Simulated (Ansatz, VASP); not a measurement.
# Cu (Cu(100)): VASP beside Ansatz, part 2 of 2

One calculation is typed for both programs; each brings its own data sets. How far apart do they land? The cell is taken from a series of runs on this material, whose earlier steps may have relaxed, scaled, displaced or heated it; both programs get it as it stands. Other levels of theory on this material are compared in a session of their own.

VASP 6.6.1 and Ansatz 0.2.0.

So far: The structure; VASP: single point, r2SCAN.

### 3. Ansatz: single point, r2SCAN

Level of this step: Ansatz beside VASP: Kohn-Sham DFT, plane waves, r2SCAN (Ansatz).

Ansatz runs on its default PAW (the set named soft_2) files.

The same cell, functional, mesh and smearing now go to Ansatz, which takes its cutoff from its data sets.

input.yaml

```yaml
crystal:
  lattice:
    - [2.5526554801, 0.0, 0.0]
    - [0.0, 2.5526554801, 0.0]
    - [0.0, 0.0, 28.635]
  atoms:
    - { symbol: Cu, position: [0.0, 0.0, 0.279362177] }
    - { symbol: Cu, position: [0.5, 0.5, 0.3410283145] }
    - { symbol: Cu, position: [0.0, 0.0, 0.4049029427] }
    - { symbol: Cu, position: [0.5, 0.5, 0.4684826262] }
    - { symbol: Cu, position: [0.0, 0.0, 0.5315173738] }
    - { symbol: Cu, position: [0.5, 0.5, 0.5950970878] }
    - { symbol: Cu, position: [0.0, 0.0, 0.6589717488] }
    - { symbol: Cu, position: [0.5, 0.5, 0.7206379121] }
hamiltonian:
  xc: r2scan
kpoints:
  mp_grid: { grid: [14, 14, 1] }
scf:
  occupations: { method: methfessel_paxton, width: 0.1 }
  convergence: { dr2_threshold: 1.0e-09 }
efield:
  axis: 3
  dipole_correction: true
output:
  write_potential: true
  write_density: true
  volumetric_format: npy
```

Run with:

```bash
> ansatz run input.yaml --threads 2 --pin off --max-ram 4096MiB --backend cpu --events-out ev --progress --plain --runs-dir out
```

Numbers of over 12 decimals in the logs are rounded to 6 here.

The log of the run:

```text
Engine: ansatz 0.2.0, x86_64-unknown-linux-gnu
Pseudopotentials: kind: paw
Pseudopotential: Cu, paw, valence charge 19, recommended cutoff 500 eV (meta_gga), Cu.paw.azcp
Functional definition: r2SCAN
  parameter k0 = 0.174
  parameter k1 = 0.065
  parameter a1 = 4.9479
  exchange = r2scan_x(k0 = k0, k1 = k1, a1 = a1)
  correlation = r2scan_c
Crystal: 8 atoms, lattice volume = 186.587 Å³
Basis set: ecut = 500 eV, 4821 PW (Γ), exchange–correlation on 80×80×864 points (64 copies of the dense FFT grid, shifted against one another)
Bands: 92, of which v1, the nominal top of the filled ones, is band 76 counted from 1 (75 counted from 0)
Symmetry: 8 space group operations
k-points: 36 of 196
Non-local potential: Cu, projectors of the file, l = 0: 3, l = 1: 2, l = 2: 3, l = 3: 1
PAW form: soft (Blöchl's): semilocal exchange-correlation on the pseudo side does not see the compensation charge
PAW frozen core: Cu, regenerated for the run's functional (the file was generated under x = pbe(κ = 0.804, μ = 0.219515), c = pbe(β = 0.066725))
PAW one-centre angular grid: Cu, 590 points (default); XC on 160 Gauss nodes
Initial density: superposition of atomic densities (neutral atoms: chi_scale 0, normalization atom), corrected by the library's trained network
Initial wavefunctions: pseudopotential atomic-orbital guess
Functional: x = r2scan, c = r2scan; τ floored in thin density (d = 2e-4 eV/Å³)
SCF iter   1: F=—  HF=-53048.574267 eV  |F-HF|=—  |Δ(HF+E_count)|=         —  Δρ=2.95e-2  dr2=9.25e-1  dr2_τ=7.26e-3  ethr=1.77e-3  p=-0.000 e·Å  D=-1.92e-8 V/Å  ΔV_dip=0.00 eV  dr2_dipole=5.24e-9  V_vac-E_F(+/−)=4.76/4.77 eV  ⟨swp⟩=6.6  Hψ=13126  notcnv=0  defer=122
efield: sawtooth ramp at fractional position 0.9500 (placed from the atoms, in the widest stretch of the axis that holds none; the zero of the levels goes with the place), width 0.1000; the density the first Hamiltonian is built on has a dipole p = -0.000 e·Å; the dipole correction subtracts the counter field D = -1.92e-8 V/Å, which shifts the + side's vacuum level by +0.00 eV against the − side's; the planar-averaged density in the ramp window peaks in size at 3.0e-5 e/Å³
preconditioner: auto → LDOS  [metal: Δε(μ)=0.021 eV  Ē_g=9.549 eV  σ=0.100 eV  W_gap=0.18  n_scr=60 (ndim 8)  ℏωp=25.5 eV  f_vac=0.466  D(μ)=2.95/eV (n_scr^D=14)  β→1.0]
SCF iter   2: F=—  HF=-53049.887107 eV  |F-HF|=—  |Δ(HF+E_count)|=    1.31e0  S|Δr|=    0.00e0  Δρ=7.86e-2  dr2=6.79e0  dr2_τ=3.32e-2  ethr=6.09e-4  p=-0.000 e·Å  D=-1.17e-6 V/Å  ΔV_dip=0.00 eV  dr2_dipole=5.26e-7  V_vac-E_F(+/−)=4.24/4.24 eV  ⟨swp⟩=3.0  Hψ=8337  notcnv=0  defer=301  recentre
SCF iter   3: F=—  HF=-53048.442909 eV  |F-HF|=—  |Δ(HF+E_count)|=    1.44e0  S|Δr|=    0.00e0  Δρ=9.70e-3  dr2=1.19e-1  dr2_τ=1.10e-3  ethr=6.09e-4  p=-0.000 e·Å  D=-1.58e-6 V/Å  ΔV_dip=0.00 eV  dr2_dipole=1.31e-9  V_vac-E_F(+/−)=4.71/4.71 eV  ⟨swp⟩=2.9  Hψ=7774  notcnv=0  defer=303
SCF iter   4: F=—  HF=-53048.429458 eV  |F-HF|=—  |Δ(HF+E_count)|=   1.35e-2  S|Δr|=    0.00e0  Δρ=5.64e-3  dr2=5.92e-2  dr2_τ=1.97e-4  ethr=7.80e-5  p=-0.000 e·Å  D=-1.21e-6 V/Å  ΔV_dip=0.00 eV  dr2_dipole=5.19e-9  V_vac-E_F(+/−)=4.59/4.59 eV  ⟨swp⟩=2.2  Hψ=5280  notcnv=0  defer=308
SCF iter   5: F=—  HF=-53048.423181 eV  |F-HF|=—  |Δ(HF+E_count)|=   6.28e-3  S|Δr|=    0.00e0  Δρ=9.31e-4  dr2=1.30e-2  dr2_τ=1.93e-5  ethr=3.89e-5  p=-0.000 e·Å  D=-5.45e-7 V/Å  ΔV_dip=0.00 eV  dr2_dipole=1.18e-9  V_vac-E_F(+/−)=4.58/4.58 eV  ⟨swp⟩=2.1  Hψ=4395  notcnv=0  defer=308
SCF iter   6: F=—  HF=-53048.423645 eV  |F-HF|=—  |Δ(HF+E_count)|=   4.64e-4  S|Δr|=    0.00e0  Δρ=1.69e-3  dr2=3.27e-3  dr2_τ=2.39e-5  ethr=8.57e-6  p=-0.000 e·Å  D=-2.58e-8 V/Å  ΔV_dip=0.00 eV  dr2_dipole=5.10e-10  V_vac-E_F(+/−)=4.49/4.49 eV  ⟨swp⟩=2.0  Hψ=4512  notcnv=0  defer=308
SCF iter   7: F=—  HF=-53048.423133 eV  |F-HF|=—  |Δ(HF+E_count)|=   5.12e-4  S|Δr|=    0.00e0  Δρ=3.44e-4  dr2=4.56e-4  dr2_τ=2.62e-6  ethr=2.15e-6  p=0.000 e·Å  D=3.71e-7 V/Å  ΔV_dip=-0.00 eV  dr2_dipole=4.92e-10  V_vac-E_F(+/−)=4.49/4.49 eV  ⟨swp⟩=2.0  Hψ=4580  notcnv=0  defer=308
SCF iter   8: F=—  HF=-53048.423112 eV  |F-HF|=—  |Δ(HF+E_count)|=   2.13e-5  S|Δr|=    0.00e0  Δρ=9.64e-5  dr2=1.12e-5  dr2_τ=2.13e-7  ethr=3.00e-7  p=-0.000 e·Å  D=-6.54e-8 V/Å  ΔV_dip=0.00 eV  dr2_dipole=3.63e-13  V_vac-E_F(+/−)=4.51/4.51 eV  ⟨swp⟩=2.0  Hψ=4417  notcnv=0  defer=308
SCF iter   9: F=—  HF=-53048.423102 eV  |F-HF|=—  |Δ(HF+E_count)|=   1.00e-5  S|Δr|=    0.00e0  Δρ=4.52e-5  dr2=3.76e-6  dr2_τ=5.66e-8  ethr=7.40e-9  p=0.000 e·Å  D=1.79e-7 V/Å  ΔV_dip=-0.00 eV  dr2_dipole=3.70e-12  V_vac-E_F(+/−)=4.51/4.51 eV  ⟨swp⟩=2.2  Hψ=5251  notcnv=0  defer=307
SCF iter  10: F=—  HF=-53048.423104 eV  |F-HF|=—  |Δ(HF+E_count)|=   2.14e-6  S|Δr|=    0.00e0  Δρ=2.70e-5  dr2=1.68e-6  dr2_τ=1.43e-8  ethr=2.47e-9  p=-0.000 e·Å  D=-7.82e-8 V/Å  ΔV_dip=0.00 eV  dr2_dipole=1.11e-11  V_vac-E_F(+/−)=4.50/4.50 eV  ⟨swp⟩=2.0  Hψ=4582  notcnv=0  defer=307
[...]
Mixer restart at iter 16: flushing history
SCF iter  17: F=-53048.423104 eV  HF=-53048.423104 eV  |F-HF|=2.07e-8  |Δ(HF+E_count)|=   1.44e-9  S|Δr|=    0.00e0  Δρ=1.39e-6  dr2=1.85e-8  dr2_τ=1.22e-11  ethr=1.00e-12  p=0.000 e·Å  D=5.32e-7 V/Å  ΔV_dip=-0.00 eV  dr2_dipole=1.54e-9  V_vac-E_F(+/−)=4.50/4.50 eV  ⟨swp⟩=2.1  Hψ=4490  notcnv=0  κ⁻¹=1.0e0(r=1)
SCF iter  18: F=-53048.423104 eV  HF=-53048.423104 eV  |F-HF|=3.25e-8  |Δ(HF+E_count)|=  3.64e-10  S|Δr|=    0.00e0  Δρ=7.45e-7  dr2=1.90e-8  dr2_τ=4.56e-12  ethr=1.00e-12  p=-0.000 e·Å  D=-1.58e-6 V/Å  ΔV_dip=0.00 eV  dr2_dipole=1.36e-8  V_vac-E_F(+/−)=4.50/4.50 eV  ⟨swp⟩=1.9  Hψ=3751  notcnv=0  κ⁻¹=7.2e-2(r=2)
SCF iter  19: F=-53048.423104 eV  HF=-53048.423104 eV  |F-HF|=7.71e-9  |Δ(HF+E_count)|=  1.09e-10  S|Δr|=    0.00e0  Δρ=4.73e-7  dr2=5.08e-9  dr2_τ=1.83e-12  ethr=1.00e-12  p=0.000 e·Å  D=6.06e-7 V/Å  ΔV_dip=-0.00 eV  dr2_dipole=2.36e-9  V_vac-E_F(+/−)=4.50/4.50 eV  ⟨swp⟩=1.0  Hψ=3004  notcnv=0  κ⁻¹=3.1e-3(r=3)
SCF iter  20: F=-53048.423104 eV  HF=-53048.423104 eV  |F-HF|=3.27e-10  |Δ(HF+E_count)|=  1.46e-10  S|Δr|=    0.00e0  Δρ=1.94e-7  dr2=1.55e-10  dr2_τ=2.88e-13  ethr=1.00e-12  p=-0.000 e·Å  D=-8.17e-8 V/Å  ΔV_dip=0.00 eV  dr2_dipole=2.38e-12  V_vac-E_F(+/−)=4.50/4.50 eV  ⟨swp⟩=4.0  Hψ=7863  notcnv=0
SCF 1 converged in 20 iterations: F = -53048.423104 eV  dr2 = 1.55e-10
  greatest PAW one-centre occupation: 1.000 electrons in one spin orbital (limit 2), on the Cu atom at site 0 (counted from 0), in its partial waves of l = 0
WARN: The output density's exchange-correlation potential varies sharply where the density is thin. Do not read a vacuum level from v_tot or v_xc, or from such a field of the output density. On a cell that repeats whose density bears no net charge and no dipole along the vacuum's axis use v_es (v_loc + v_h of the components); under efield.dipole_correction with no amplitude use v_es + v_field, which holds any externa [...]
SCF converged after 20 iterations
Stability not checked: this state was not tested for a lower state beside it, because cold or Methfessel-Paxton smearing, or corrected tetrahedra, fill the levels in a way that the test cannot read (fill_not_monotonic; see scf.lower_state_search)
an eigenvalue changed by more than its tolerance at an iteration that met the thresholds in force, so the SCF went on 2 times, its first undamped step at iteration 16: the last check found none over its tolerance
Free energy (F): -53048.423104 eV
Harris-Foulkes:  -53048.423104 eV  (|F-HF|=3.27e-10)
Internal energy: -53048.422730 eV  (E = F + TS)
E sigma→0 (E₀):  -53048.423011 eV
Entropy (-TS):   -0.000374 eV (-0.047 meV/atom)
Fermi energy:    6.180062 eV
Dipole field:    D = 0.000002 V/Å  (p = 0.000002 e·Å, saw-weighted, corrected)
Work function:   Φ+ = 4.5039 eV   Φ− = 4.5040 eV
Levels:          The Fermi level and band energies are counted from a zero that moves with the ramp; work functions are not
--- Per-component energies (eV) ---
  E_band       = -4646.103320
  E_kinetic    = 2395.664829
  E_local      = -410781.940255  (includes V_loc(G=0)·N_el)
  E_nonlocal   = 3173.448258
  E_hartree    = 202717.233920
  E_xc         = -665.654510
  E_vxc        = -990.510202  (∫ρ·V_xc dr)
  E_paw        = -13435.504713  (= ΣΔE_a)
  E_vpaw       = -3948.700935  (= ΣTr[D̂ρ^β])
  E_aug_tail   = 0.001115  (compensation charges beyond the density's cutoff)
  E_vtau       = 71.470216  (kinetic-family band-sum trace: ∫τ·v_τ [+ j·A + Jᵃ·Aᵃ] dr)
  E_efield     = 0.000000  (sawtooth field / dipole correction)
  E_vefield    = 0.000000  (∫n·V_field dr)
  E_ewald      = 163550.737491
  E_core_change = -2.408864  (= ΣΔE_core)
  E_smearing   = -0.000374  (= −TS)
  E_closure    = -0.000000  (closes the sum)
  Σ components = -53048.423104   (vs F -53048.423104, Δ=0.00e0)
--- Band table (eV; the first three rows and the last of 36) ---
  k-point 0: bands = [... 72 lower, 4.6045, 4.6045, 4.6514, 4.6519, 4.6753, 4.6753, 5.3992, 6.7642, ... 12 higher]
  k-point 1: bands = [... 72 lower, 4.5103, 4.5983, 4.6025, 4.6412, 4.6523, 4.6871, 5.7025, 7.0163, ... 12 higher]
  k-point 2: bands = [... 72 lower, 4.5017, 4.5400, 4.5631, 4.6651, 4.6723, 5.0965, 6.2984, 7.6359, ... 12 higher]
  k-point 35: bands = [... 72 lower, 8.1640, 8.1640, 9.0627, 9.0627, 10.2758, 10.2758, 11.7785, 11.7785, ... 12 higher]
```

In the SCF lines HF is the Harris–Foulkes energy and dr2 the Hartree energy of the density residual, in eV; the loop may stop once dr2 is under the threshold and the program's other checks hold. Hψ counts applications of the Hamiltonian.

### 4. Comparison

Known differences besides the potentials themselves: VASP keeps PBE cores, Ansatz makes them for the functional; the data sets hold 152 valence electrons in Ansatz (on its default PAW (the set named soft_2) files) and 88 in VASP; the cutoff is 500 eV in Ansatz and 580 eV in VASP. Total energies have different zeros and are not compared.

Both answers:

```
                                   quantity  Ansatz  VASP  difference
 work function, lower of the two faces (eV)    4.50  4.48       +0.02
work function, higher of the two faces (eV)    4.50  4.48       +0.02
```

With vacuum in the cell, a pressure given here is an average over mostly empty space and none of the material.

### 5. Outcome

```json
{
 "difference in work function, higher of the two faces (single point, r2SCAN)": "0.024 eV"
}
```

**Reading.** The difference in work function, higher of the two faces is 0.024 eV (single point, r2SCAN). The data sets hold unlike numbers of valence electrons (152 in Ansatz and 88 in VASP), so part of the differences comes from the potentials. 4 further runs of this series are not shown here. Such differences can come from data sets, numerical settings and the points named under the comparisons, not from the functional's error against experiment.

[Lines on the potential files, build, host, timing and source positions are cut from VASP's logs without a mark.]

[Logs are printed without paths, hosts, clocks, repeated set-up lines and the standing remarks that a program may print on its own settings, such as how far it seeks lower states.]

[Hosts, paths, dates, database ids (printed as entryN), source tags and the programs' standing remarks are cut or masked in the printed files.]
